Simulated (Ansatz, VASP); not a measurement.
# Si3N4 (Si3N4 (P6_3/m)) in two plane-wave programs

One calculation is typed for both programs; each brings its own data sets. How far apart do they land? Of the first pair: The structure shown is the start of the Ansatz relaxation below; VASP solves that cell, so the two are compared at the walk's first step.

Calculated with Ansatz 0.2.0; plane waves, with VASP 6.6.1 beside it; PBEsol.

## Step 1: The starting structure

The cell holds 210 atoms: 90 Si and 120 N. Its edges and angles: a = 13.206 Å, b = 13.206 Å, c = 14.551 Å, α = 90.0°, β = 90.0°, γ = 120.0°.

## Step 2: Ansatz: relaxation, PBEsol

Ansatz runs on its PAW soft_1 files.

The two programs are compared at the cell with which this relaxation starts, whose forces are those of its first step.

Input file input.yaml:

```yaml
crystal:
  lattice:
    - [11.4366837151, 6.6029724215, 0.0]
    - [-11.4366837151, 6.6029724215, 0.0]
    - [0.0, 0.0, 14.5512817439]
  atoms:
    - { symbol: Si, position: [0.0195005204, 0.8065554759, 0.15] }
    - { symbol: Si, position: [0.3528338538, 0.4732221425, 0.15] }
    - { symbol: Si, position: [0.6861671871, 0.1398888092, 0.15] }
    - { symbol: Si, position: [0.2129450446, 0.0195005204, 0.05] }
    - { symbol: Si, position: [0.5462783779, 0.6861671871, 0.05] }
    - { symbol: Si, position: [0.8796117112, 0.3528338538, 0.05] }
    - { symbol: Si, position: [0.1398888092, 0.4537216221, 0.05] }
    - { symbol: Si, position: [0.4732221425, 0.1203882888, 0.05] }
    - { symbol: Si, position: [0.8065554759, 0.7870549554, 0.05] }
    - { symbol: Si, position: [0.1934445241, 0.2129450446, 0.15] }
    - { symbol: Si, position: [0.5267778575, 0.8796117112, 0.15] }
    - { symbol: Si, position: [0.8601111908, 0.5462783779, 0.15] }
    - { symbol: Si, position: [0.1203882888, 0.6471661462, 0.15] }
    - { symbol: Si, position: [0.4537216221, 0.3138328129, 0.15] }
    - { symbol: Si, position: [0.7870549554, 0.9804994796, 0.15] }
    - { symbol: Si, position: [0.3138328129, 0.8601111908, 0.05] }
    - { symbol: Si, position: [0.6471661462, 0.5267778575, 0.05] }
    - { symbol: Si, position: [0.9804994796, 0.1934445241, 0.05] }
    - { symbol: "N", position: [0.0, 0.6666666667, 0.15] }
    - { symbol: "N", position: [0.3333333333, 0.3333333334, 0.15] }
    - { symbol: "N", position: [0.6666666667, 0.0, 0.15] }
    - { symbol: "N", position: [0.0, 0.3333333333, 0.05] }
    - { symbol: "N", position: [0.3333333333, 0.0, 0.05] }
    - { symbol: "N", position: [0.6666666667, 0.6666666666, 0.05] }
    - { symbol: "N", position: [0.213458444, 0.4565327152, 0.15] }
    - { symbol: "N", position: [0.5467917774, 0.1231993818, 0.15] }
    - { symbol: "N", position: [0.8801251107, 0.7898660485, 0.15] }
    - { symbol: "N", position: [0.0902590622, 0.8801251107, 0.05] }
    - { symbol: "N", position: [0.4235923955, 0.5467917774, 0.05] }
    - { symbol: "N", position: [0.7569257289, 0.213458444, 0.05] }
    - { symbol: "N", position: [0.1231993818, 0.5764076045, 0.05] }
    - { symbol: "N", position: [0.4565327152, 0.2430742711, 0.05] }
    - { symbol: "N", position: [0.7898660485, 0.9097409378, 0.05] }
    - { symbol: "N", position: [0.2101339515, 0.0902590622, 0.15] }
    - { symbol: "N", position: [0.5434672848, 0.7569257289, 0.15] }
    - { symbol: "N", position: [0.8768006182, 0.4235923955, 0.15] }
    - { symbol: "N", position: [0.1198748893, 0.2101339515, 0.05] }
    - { symbol: "N", position: [0.4532082226, 0.8768006182, 0.05] }
    - { symbol: "N", position: [0.786541556, 0.5434672848, 0.05] }
    - { symbol: "N", position: [0.2430742711, 0.786541556, 0.15] }
    - { symbol: "N", position: [0.5764076045, 0.4532082226, 0.15] }
    - { symbol: "N", position: [0.9097409378, 0.1198748893, 0.15] }
    - { symbol: Si, position: [0.0195005204, 0.8065554759, 0.35] }
    - { symbol: Si, position: [0.3528338538, 0.4732221425, 0.35] }
    - { symbol: Si, position: [0.6861671871, 0.1398888092, 0.35] }
    - { symbol: Si, position: [0.2129450446, 0.0195005204, 0.25] }
    - { symbol: Si, position: [0.5462783779, 0.6861671871, 0.25] }
    - { symbol: Si, position: [0.8796117112, 0.3528338538, 0.25] }
    - { symbol: Si, position: [0.1398888092, 0.4537216221, 0.25] }
    - { symbol: Si, position: [0.4732221425, 0.1203882888, 0.25] }
    - { symbol: Si, position: [0.8065554759, 0.7870549554, 0.25] }
    - { symbol: Si, position: [0.1934445241, 0.2129450446, 0.35] }
    - { symbol: Si, position: [0.5267778575, 0.8796117112, 0.35] }
    - { symbol: Si, position: [0.8601111908, 0.5462783779, 0.35] }
    - { symbol: Si, position: [0.1203882888, 0.6471661462, 0.35] }
    - { symbol: Si, position: [0.4537216221, 0.3138328129, 0.35] }
    - { symbol: Si, position: [0.7870549554, 0.9804994796, 0.35] }
    - { symbol: Si, position: [0.3138328129, 0.8601111908, 0.25] }
    - { symbol: Si, position: [0.6471661462, 0.5267778575, 0.25] }
    - { symbol: Si, position: [0.9804994796, 0.1934445241, 0.25] }
    - { symbol: "N", position: [0.0, 0.6666666667, 0.35] }
    - { symbol: "N", position: [0.3333333333, 0.3333333334, 0.35] }
    - { symbol: "N", position: [0.6666666667, 0.0, 0.35] }
    - { symbol: "N", position: [0.0, 0.3333333333, 0.25] }
    - { symbol: "N", position: [0.3333333333, 0.0, 0.25] }
    - { symbol: "N", position: [0.6666666667, 0.6666666666, 0.25] }
    - { symbol: "N", position: [0.213458444, 0.4565327152, 0.35] }
    - { symbol: "N", position: [0.5467917774, 0.1231993818, 0.35] }
    - { symbol: "N", position: [0.8801251107, 0.7898660485, 0.35] }
    - { symbol: "N", position: [0.0902590622, 0.8801251107, 0.25] }
    - { symbol: "N", position: [0.4235923955, 0.5467917774, 0.25] }
    - { symbol: "N", position: [0.7569257289, 0.213458444, 0.25] }
    - { symbol: "N", position: [0.1231993818, 0.5764076045, 0.25] }
    - { symbol: "N", position: [0.4565327152, 0.2430742711, 0.25] }
    - { symbol: "N", position: [0.7898660485, 0.9097409378, 0.25] }
    - { symbol: "N", position: [0.2101339515, 0.0902590622, 0.35] }
    - { symbol: "N", position: [0.5434672848, 0.7569257289, 0.35] }
    - { symbol: "N", position: [0.8768006182, 0.4235923955, 0.35] }
    - { symbol: "N", position: [0.1198748893, 0.2101339515, 0.25] }
    - { symbol: "N", position: [0.4532082226, 0.8768006182, 0.25] }
    - { symbol: "N", position: [0.786541556, 0.5434672848, 0.25] }
    - { symbol: "N", position: [0.2430742711, 0.786541556, 0.35] }
    - { symbol: "N", position: [0.5764076045, 0.4532082226, 0.35] }
    - { symbol: "N", position: [0.9097409378, 0.1198748893, 0.35] }
    - { symbol: Si, position: [0.0195005204, 0.8065554759, 0.55] }
    - { symbol: Si, position: [0.3528338538, 0.4732221425, 0.55] }
    - { symbol: Si, position: [0.6861671871, 0.1398888092, 0.55] }
    - { symbol: Si, position: [0.2129450446, 0.0195005204, 0.45] }
    - { symbol: Si, position: [0.5462783779, 0.6861671871, 0.45] }
    - { symbol: Si, position: [0.8796117112, 0.3528338538, 0.45] }
    - { symbol: Si, position: [0.1398888092, 0.4537216221, 0.45] }
    - { symbol: Si, position: [0.4732221425, 0.1203882888, 0.45] }
    - { symbol: Si, position: [0.8065554759, 0.7870549554, 0.45] }
    - { symbol: Si, position: [0.1934445241, 0.2129450446, 0.55] }
    - { symbol: Si, position: [0.5267778575, 0.8796117112, 0.55] }
    - { symbol: Si, position: [0.8601111908, 0.5462783779, 0.55] }
    - { symbol: Si, position: [0.1203882888, 0.6471661462, 0.55] }
    - { symbol: Si, position: [0.4537216221, 0.3138328129, 0.55] }
    - { symbol: Si, position: [0.7870549554, 0.9804994796, 0.55] }
    - { symbol: Si, position: [0.3138328129, 0.8601111908, 0.45] }
    - { symbol: Si, position: [0.6471661462, 0.5267778575, 0.45] }
    - { symbol: Si, position: [0.9804994796, 0.1934445241, 0.45] }
    - { symbol: "N", position: [0.0, 0.6666666667, 0.55] }
    - { symbol: "N", position: [0.3333333333, 0.3333333334, 0.55] }
    - { symbol: "N", position: [0.6666666667, 0.0, 0.55] }
    - { symbol: "N", position: [0.0, 0.3333333333, 0.45] }
    - { symbol: "N", position: [0.3333333333, 0.0, 0.45] }
    - { symbol: "N", position: [0.6666666667, 0.6666666666, 0.45] }
    - { symbol: "N", position: [0.213458444, 0.4565327152, 0.55] }
    - { symbol: "N", position: [0.5467917774, 0.1231993818, 0.55] }
    - { symbol: "N", position: [0.8801251107, 0.7898660485, 0.55] }
    - { symbol: "N", position: [0.0902590622, 0.8801251107, 0.45] }
    - { symbol: "N", position: [0.4235923955, 0.5467917774, 0.45] }
    - { symbol: "N", position: [0.7569257289, 0.213458444, 0.45] }
    - { symbol: "N", position: [0.1231993818, 0.5764076045, 0.45] }
    - { symbol: "N", position: [0.4565327152, 0.2430742711, 0.45] }
    - { symbol: "N", position: [0.7898660485, 0.9097409378, 0.45] }
    - { symbol: "N", position: [0.2101339515, 0.0902590622, 0.55] }
    - { symbol: "N", position: [0.5434672848, 0.7569257289, 0.55] }
    - { symbol: "N", position: [0.8768006182, 0.4235923955, 0.55] }
    - { symbol: "N", position: [0.1198748893, 0.2101339515, 0.45] }
    - { symbol: "N", position: [0.4532082226, 0.8768006182, 0.45] }
    - { symbol: "N", position: [0.786541556, 0.5434672848, 0.45] }
    - { symbol: "N", position: [0.2430742711, 0.786541556, 0.55] }
    - { symbol: "N", position: [0.5764076045, 0.4532082226, 0.55] }
    - { symbol: "N", position: [0.9097409378, 0.1198748893, 0.55] }
    - { symbol: Si, position: [0.0195005204, 0.8065554759, 0.75] }
    - { symbol: Si, position: [0.3528338538, 0.4732221425, 0.75] }
    - { symbol: Si, position: [0.6861671871, 0.1398888092, 0.75] }
    - { symbol: Si, position: [0.2129450446, 0.0195005204, 0.65] }
    - { symbol: Si, position: [0.5462783779, 0.6861671871, 0.65] }
    - { symbol: Si, position: [0.8796117112, 0.3528338538, 0.65] }
    - { symbol: Si, position: [0.1398888092, 0.4537216221, 0.65] }
    - { symbol: Si, position: [0.4732221425, 0.1203882888, 0.65] }
    - { symbol: Si, position: [0.8065554759, 0.7870549554, 0.65] }
    - { symbol: Si, position: [0.1934445241, 0.2129450446, 0.75] }
    - { symbol: Si, position: [0.5267778575, 0.8796117112, 0.75] }
    - { symbol: Si, position: [0.8601111908, 0.5462783779, 0.75] }
    - { symbol: Si, position: [0.1203882888, 0.6471661462, 0.75] }
    - { symbol: Si, position: [0.4537216221, 0.3138328129, 0.75] }
    - { symbol: Si, position: [0.7870549554, 0.9804994796, 0.75] }
    - { symbol: Si, position: [0.3138328129, 0.8601111908, 0.65] }
    - { symbol: Si, position: [0.6471661462, 0.5267778575, 0.65] }
    - { symbol: Si, position: [0.9804994796, 0.1934445241, 0.65] }
    - { symbol: "N", position: [0.0, 0.6666666667, 0.75] }
    - { symbol: "N", position: [0.3333333333, 0.3333333334, 0.75] }
    - { symbol: "N", position: [0.6666666667, 0.0, 0.75] }
    - { symbol: "N", position: [0.0, 0.3333333333, 0.65] }
    - { symbol: "N", position: [0.3333333333, 0.0, 0.65] }
    - { symbol: "N", position: [0.6666666667, 0.6666666666, 0.65] }
    - { symbol: "N", position: [0.213458444, 0.4565327152, 0.75] }
    - { symbol: "N", position: [0.5467917774, 0.1231993818, 0.75] }
    - { symbol: "N", position: [0.8801251107, 0.7898660485, 0.75] }
    - { symbol: "N", position: [0.0902590622, 0.8801251107, 0.65] }
    - { symbol: "N", position: [0.4235923955, 0.5467917774, 0.65] }
    - { symbol: "N", position: [0.7569257289, 0.213458444, 0.65] }
    - { symbol: "N", position: [0.1231993818, 0.5764076045, 0.65] }
    - { symbol: "N", position: [0.4565327152, 0.2430742711, 0.65] }
    - { symbol: "N", position: [0.7898660485, 0.9097409378, 0.65] }
    - { symbol: "N", position: [0.2101339515, 0.0902590622, 0.75] }
    - { symbol: "N", position: [0.5434672848, 0.7569257289, 0.75] }
    - { symbol: "N", position: [0.8768006182, 0.4235923955, 0.75] }
    - { symbol: "N", position: [0.1198748893, 0.2101339515, 0.65] }
    - { symbol: "N", position: [0.4532082226, 0.8768006182, 0.65] }
    - { symbol: "N", position: [0.786541556, 0.5434672848, 0.65] }
    - { symbol: "N", position: [0.2430742711, 0.786541556, 0.75] }
    - { symbol: "N", position: [0.5764076045, 0.4532082226, 0.75] }
    - { symbol: "N", position: [0.9097409378, 0.1198748893, 0.75] }
    - { symbol: Si, position: [0.0195005204, 0.8065554759, 0.95] }
    - { symbol: Si, position: [0.3528338538, 0.4732221425, 0.95] }
    - { symbol: Si, position: [0.6861671871, 0.1398888092, 0.95] }
    - { symbol: Si, position: [0.2129450446, 0.0195005204, 0.85] }
    - { symbol: Si, position: [0.5462783779, 0.6861671871, 0.85] }
    - { symbol: Si, position: [0.8796117112, 0.3528338538, 0.85] }
    - { symbol: Si, position: [0.1398888092, 0.4537216221, 0.85] }
    - { symbol: Si, position: [0.4732221425, 0.1203882888, 0.85] }
    - { symbol: Si, position: [0.8065554759, 0.7870549554, 0.85] }
    - { symbol: Si, position: [0.1934445241, 0.2129450446, 0.95] }
    - { symbol: Si, position: [0.5267778575, 0.8796117112, 0.95] }
    - { symbol: Si, position: [0.8601111908, 0.5462783779, 0.95] }
    - { symbol: Si, position: [0.1203882888, 0.6471661462, 0.95] }
    - { symbol: Si, position: [0.4537216221, 0.3138328129, 0.95] }
    - { symbol: Si, position: [0.7870549554, 0.9804994796, 0.95] }
    - { symbol: Si, position: [0.3138328129, 0.8601111908, 0.85] }
    - { symbol: Si, position: [0.6471661462, 0.5267778575, 0.85] }
    - { symbol: Si, position: [0.9804994796, 0.1934445241, 0.85] }
    - { symbol: "N", position: [0.0, 0.6666666667, 0.95] }
    - { symbol: "N", position: [0.3333333333, 0.3333333334, 0.95] }
    - { symbol: "N", position: [0.6666666667, 0.0, 0.95] }
    - { symbol: "N", position: [0.0, 0.3333333333, 0.85] }
    - { symbol: "N", position: [0.3333333333, 0.0, 0.85] }
    - { symbol: "N", position: [0.6666666667, 0.6666666666, 0.85] }
    - { symbol: "N", position: [0.213458444, 0.4565327152, 0.95] }
    - { symbol: "N", position: [0.5467917774, 0.1231993818, 0.95] }
    - { symbol: "N", position: [0.8801251107, 0.7898660485, 0.95] }
    - { symbol: "N", position: [0.0902590622, 0.8801251107, 0.85] }
    - { symbol: "N", position: [0.4235923955, 0.5467917774, 0.85] }
    - { symbol: "N", position: [0.7569257289, 0.213458444, 0.85] }
    - { symbol: "N", position: [0.1231993818, 0.5764076045, 0.85] }
    - { symbol: "N", position: [0.4565327152, 0.2430742711, 0.85] }
    - { symbol: "N", position: [0.7898660485, 0.9097409378, 0.85] }
    - { symbol: "N", position: [0.2101339515, 0.0902590622, 0.95] }
    - { symbol: "N", position: [0.5434672848, 0.7569257289, 0.95] }
    - { symbol: "N", position: [0.8768006182, 0.4235923955, 0.95] }
    - { symbol: "N", position: [0.1198748893, 0.2101339515, 0.85] }
    - { symbol: "N", position: [0.4532082226, 0.8768006182, 0.85] }
    - { symbol: "N", position: [0.786541556, 0.5434672848, 0.85] }
    - { symbol: "N", position: [0.2430742711, 0.786541556, 0.95] }
    - { symbol: "N", position: [0.5764076045, 0.4532082226, 0.95] }
    - { symbol: "N", position: [0.9097409378, 0.1198748893, 0.95] }
basis:
  ecutwfc: 420
  xc_grid: 2
hamiltonian:
  xc: pbesol
  pseudopotentials: { kind: paw, azcp: { folder: soft_1 }, xc_functional: pbe }
kpoints:
  mp_grid: { grid: [1, 1, 1] }
scf:
  occupations: { method: fermi_dirac, width: 0.01 }
  max_iter: 100
  lower_state_search: "off"
output:
  forces: true
relax:
  f_tol: 0.015
  max_steps: 120
  random_displacement: { amplitude: 0.06, seed: 2489 }
checkpoint:
  write: "../pristine.rattled.run"
  compress: false
  write_wavefunctions: false
  write_every: 100000
```

Run with:

```
ansatz run input.yaml --threads 32 --pin off --max-ram 84787MiB --backend cuda --events-out ev --progress --plain --runs-dir out --max-vram 78GiB
```

Numbers of over 12 decimals in the logs are rounded to 6 here.

The program printed:

```text
Engine: ansatz 0.2.0, aarch64-unknown-linux-gnu
Pseudopotentials: kind: paw
Pseudopotential: Si, paw, valence charge 4, recommended cutoff 420 eV (normal), soft_1/Si.paw.azcp
Pseudopotential: N, paw, valence charge 5, recommended cutoff 420 eV (normal), soft_1/N.paw.azcp
Functional definition: PBEsol
  exchange = pbesol_x
  correlation = pbesol_c
[...]
Crystal: 210 atoms, lattice volume = 2197.712 Å³
Basis set: ecut = 420 eV, 42889 PW (Γ), exchange–correlation on 180×180×200 points (8 copies of the dense FFT grid, shifted against one another)
Bands: 690, of which v1, the nominal top of the filled ones, is band 480 counted from 1 (479 counted from 0)
Symmetry: 1 space group operations
k-points: 1
Non-local potential: Si, projectors of the file, l = 0: 2, l = 1: 2, l = 2: 1
Non-local potential: N, projectors of the file, l = 0: 2, l = 1: 2, l = 2: 1
PAW form: soft (Blöchl's): semilocal exchange-correlation on the pseudo side does not see the compensation charge
PAW frozen core: Si, regenerated for the run's functional, and the local potential with it (the file was generated under x = pbe(κ = 0.804, μ = 0.219515), c = pbe(β = 0.066725))
PAW frozen core: N, regenerated for the run's functional, and the local potential with it (the file was generated under x = pbe(κ = 0.804, μ = 0.219515), c = pbe(β = 0.066725))
PAW one-centre angular grid: Si, 110 points (default); XC on 64 Gauss nodes
PAW one-centre angular grid: N, 110 points (default); XC on 64 Gauss nodes
Initial density: superposition of atomic densities (chi_scale 0.1, normalization cell, long waves kept (reshape's long-wave potential 0.06 eV rms))
Initial wavefunctions: pseudopotential atomic-orbital guess
[...]
Functional: x = pbesol(κ = 0.804, μ = 0.123457), c = pbesol(β = 0.046)
SCF iter   1: F=—  HF=-101757.344537 eV  |Δ(HF+E_count)|=         —  Δρ=1.49e-1  dr2=5.13e2  Hψ=3129
preconditioner: auto → Resta (q_TF=auto, 2.377 Å⁻¹)  ε∞=3.6  [insulator: Δε(μ)=5.642 eV  Ē_g=15.297 eV  σ=0.010 eV  W_gap=1.00  n_scr=502 (ndim 8)  ℏωp=24.5 eV  f_vac=0.010  D(μ)=0.00/eV (n_scr^D=0)  ε∞_Penn≈3.6]
SCF iter   2: F=—  HF=-101612.398054 eV  |Δ(HF+E_count)|=    1.45e2  Δρ=5.43e-2  dr2=6.17e1  Hψ=1648
[...]
SCF iter   9: F=-101595.420685 eV  HF=-101595.420686 eV  |Δ(HF+E_count)|=   6.09e-6  Δρ=5.21e-6  dr2=5.02e-7  Hψ=2015
SCF 1 converged in 9 iterations: F = -101595.420685 eV  dr2 = 5.02e-7
  greatest PAW one-centre occupation: 0.798 electrons in one spin orbital (limit 2), on the N atom at site 102 (counted from 0), in its partial waves of l = 0
relax step   1: F+E_penalty+E_count = -101595.42068538 eV  Δ(F+E_penalty+E_count) = +0.000e0 eV  max|allowed force component| = 4.106e0 eV/Å  Δτ_max = 0.0000 Å  (9 SCF iters, dr2 threshold 5.63e-6 eV, accepted)
[...]
relax step   2: F+E_penalty+E_count = -101602.87885999 eV  Δ(F+E_penalty+E_count) = -7.458e0 eV  max|allowed force component| = 2.396e0 eV/Å  Δτ_max = 0.0588 Å  (6 SCF iters, dr2 threshold 1.00e-4 eV, accepted)
[...]
relax step   3: F+E_penalty+E_count = -101607.10733166 eV  Δ(F+E_penalty+E_count) = -4.228e0 eV  max|allowed force component| = 6.491e-2 eV/Å  Δτ_max = 0.0486 Å  (6 SCF iters, dr2 threshold 1.00e-4 eV, accepted)
[...]
relax step   4: F+E_penalty+E_count = -101607.11183924 eV  Δ(F+E_penalty+E_count) = -4.508e-3 eV  max|allowed force component| = 3.046e-3 eV/Å  Δτ_max = 0.0079 Å  (6 SCF iters, dr2 threshold 2.63e-7 eV, accepted)
[...]
relax step   5: F+E_penalty+E_count = -101607.11183929 eV  Δ(F+E_penalty+E_count) = -5.052e-8 eV  max|allowed force component| = 3.037e-3 eV/Å  Δτ_max = 0.0000 Å  (3 SCF iters, accepted)
SCF converged after 3 iterations
Free energy (F): -101607.111839 eV
Harris-Foulkes:  -101607.111839 eV  (|F-HF|=2.14e-8)
Internal energy: -101607.111839 eV  (E = F + TS)
E sigma→0 (E₀):  -101607.111839 eV
Fermi energy:    10.213847 eV
--- Per-component energies (eV) ---
  E_band       = 801.991679
  E_kinetic    = 19919.439110
  E_local      = -30412.445875  (includes V_loc(G=0)·N_el)
  E_nonlocal   = 6117.157803
  E_hartree    = 10697.208643
  E_xc         = -12290.076955
  E_vxc        = -13553.050719  (∫ρ·V_xc dr)
  E_paw        = -59658.583746  (= ΣΔE_a)
  E_vpaw       = -2663.634121  (= ΣTr[D̂ρ^β])
  E_aug_tail   = 0.107563  (compensation charges beyond the density's cutoff)
  E_ewald      = -35986.130703
  E_core_change = 6.212321  (= ΣΔE_core)
  E_smearing   = -0.000000  (= −TS)
  E_closure    = 0.000000  (closes the sum)
  Σ components = -101607.111839   (vs F -101607.111839, Δ=0.00e0)
--- Forces (eV/Å), atoms counted from 1 ---
  atom   1  Si    -0.00098927     0.00167874    -0.00007972
  atom   2  Si     0.00101039    -0.00099137     0.00027767
  atom   3  Si     0.00031232     0.00005763     0.00106999
  atom   4  Si    -0.00094805    -0.00009588     0.00129578
  atom   5  Si     0.00138308     0.00083885     0.00007639
  atom   6  Si    -0.00093036    -0.00030218    -0.00121091
  [... 204 more lines of this table ...]
  max |Σ_I F_I| component: 4.38e-5 eV/Å
--- Relaxed structure (5 steps of the walk, 5 accepted, 0 SCFs on fresh bases) ---
  F+E_penalty+E_count = -101607.11183929 eV   max|allowed force component| = 3.037e-3 eV/Å
  atoms:
    - { symbol: Si, position: [0.019236, 0.806413, 0.149899] }
    - { symbol: Si, position: [0.352570, 0.473090, 0.149910] }
    - { symbol: Si, position: [0.685907, 0.139754, 0.149899] }
    - { symbol: Si, position: [0.212679, 0.019353, 0.049899] }
    - { symbol: Si, position: [0.546004, 0.686018, 0.049909] }
    - { symbol: Si, position: [0.879351, 0.352688, 0.049905] }
  [... 204 more lines of this table ...]
```

(Part 1 of 2 ends here.)

[Lines on the potential files, build, host, timing and source positions are cut from VASP's logs without a mark.]

[Logs are printed without paths, hosts, clocks, repeated set-up lines and the standing remarks that a program may print on its own settings, such as how far it seeks lower states.]

[Hosts, paths, dates, database ids (printed as entryN), source tags and the programs' standing remarks are cut or masked in the printed files.]
